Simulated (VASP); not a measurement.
Calculation: HSE06 screened hybrid, VASP's PBE PAW potentials (set 64) (plane waves; VASP).

Input for VASP

### INCAR
```
SYSTEM=CsPbCl3
PREC=Accurate; ENCUT=300; LREAL=F
LASPH=T; ISYM=3
EDIFF=1E-6; NELM=100; ALGO=Normal
LMAXMIX=4
ISMEAR=0; SIGMA=0.01
GGA=PE; LHFCALC=T; AEXX=0.25
HFSCREEN=0.2; PRECFOCK=Fast
ISIF=2
LWAVE=F; LCHARG=F
```

File POSCAR:
```
CsPbCl3
1
    5.6167940000     0.0000000000     0.0000000000
    0.0000000000     5.6167940000     0.0000000000
    0.0000000000     0.0000000000     5.6167940000
Cs Pb Cl
1 1 3
Direct
  0.0000000000   0.0000000000   0.0000000000
  0.5000000000   0.5000000000   0.5000000000
  0.0000000000   0.5000000000   0.5000000000
  0.5000000000   0.0000000000   0.5000000000
  0.5000000000   0.5000000000   0.0000000000
```

**KPOINTS**
```
K-points
0
G
 5 5 5
0 0 0
```

POTCAR, in this order: Cs_sv Pb_d Cl (PBE.64 set). Program: vasp_std.

**Question.** What will the output report for the number of irreducible k-points (NKPTS), largest plane-wave count, number of space-group operations, FFT grid (NGX, NGY, NGZ)?

**Answer.** 
| Item | Result |
|---|---|
| number of irreducible k-points (NKPTS) | 10 |
| largest plane-wave count | 2103 |
| number of space-group operations | 48 |
| FFT grid (NGX, NGY, NGZ) | 32 × 32 × 32 |

The structure comes from a computed database's CsPbCl3 entry; how it stands against other phases isn't given here. The cell was not relaxed at this level.
